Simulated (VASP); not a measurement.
# Ge: band structure with LDA

**The experiment to reproduce.**

From “Electronic and optical properties of SixGe1-x-ySny alloys lattice-matched to Ge”, 2021, arxiv:2109.02782, for a bulk crystal of Ge at 293 K: band gap 0.666 eV (indirect).

The system is Ge.

```xyz
2
Lattice="0.0000 2.8370 2.8370 2.8370 0.0000 2.8370 2.8370 2.8370 0.0000" Properties=species:S:1:pos:R:3 pbc="T T T"
Ge    0.0000    0.0000    0.0000
Ge    1.4185    1.4185    1.4185
```

- Program: VASP 6.6.1
- Task: band structure
- Functional: LDA
- Potentials or basis: VASP PAW LDA potentials, release 64 (Ge_d)
- Cutoff: 520 eV
- k mesh: 10 × 10 × 10
- Occupations: gaussian, width 0.03 eV
- Spin: no spin polarisation
- Further INCAR settings: ALGO = Normal; EDIFF = 1e-06; NBANDS = 21

* Pressure: -1.7 GPa
* Band gap along the path: none (metal or under the smearing width)

Levels at the corners of the path, in eV from the Fermi level:
| point | band 12 | band 13 | band 14 | band 15 | band 16 | band 17 |
| --- | --- | --- | --- | --- | --- | --- |
| Γ | -0.23 | -0.01 | -0.01 | -0.01 | 2.52 | 2.52 |
| X | -8.90 | -3.05 | -3.05 | 0.67 | 0.67 | 9.33 |
| X | -8.90 | -3.05 | -3.05 | 0.67 | 0.67 | 9.33 |
| W | -8.80 | -3.88 | -3.88 | 4.21 | 4.21 | 4.64 |
| W | -8.80 | -3.88 | -3.88 | 4.21 | 4.21 | 4.64 |
| K | -8.31 | -4.31 | -2.61 | 1.07 | 3.99 | 7.05 |
| K | -8.31 | -4.31 | -2.61 | 1.07 | 3.99 | 7.05 |
| Γ | -0.23 | -0.01 | -0.01 | -0.01 | 2.52 | 2.52 |
| Γ | -0.23 | -0.01 | -0.01 | -0.01 | 2.52 | 2.52 |
| L | -7.60 | -1.40 | -1.40 | 0.03 | 3.71 | 3.71 |
| L | -7.60 | -1.40 | -1.40 | 0.03 | 3.71 | 3.71 |
| U | -8.31 | -4.31 | -2.61 | 1.07 | 3.99 | 7.05 |
| U | -8.31 | -4.31 | -2.61 | 1.07 | 3.99 | 7.05 |
| W | -8.80 | -3.88 | -3.88 | 4.21 | 4.21 | 4.64 |
| W | -8.80 | -3.88 | -3.88 | 4.21 | 4.21 | 4.64 |
| L | -7.60 | -1.40 | -1.40 | 0.03 | 3.71 | 3.71 |
| L | -7.60 | -1.40 | -1.40 | 0.03 | 3.71 | 3.71 |
| K | -8.31 | -4.31 | -2.61 | 1.07 | 3.99 | 7.05 |
| U | -8.31 | -4.31 | -2.61 | 1.07 | 3.99 | 7.05 |
| X | -8.90 | -3.05 | -3.05 | 0.67 | 0.67 | 9.33 |

It took 28 s on 4 MPI ranks on AMD EPYC 9R14 (Zen 4), on a shared host, peak memory 0.17 GiB a rank.

Measured gap of Ge: 0.666 eV (indirect; 293 K; “Electronic and optical properties of SixGe1-x-ySny alloys lattice-matched to Ge”, 2021, arxiv:2109.02782). This calculation gives 0.00 eV (-0.67 eV). 3 values of this kind are on record (0.666 to 0.807 eV); this one was drawn at random among those near their median. Spin-orbit coupling on Ge is left out. The value is that of LDA, without temperature or zero-point motion. Semilocal functionals fall short of measured gaps as a rule.

Caveat: this crystal is a semiconductor, whose small gap the functional closes, so the metal is an error of the method.
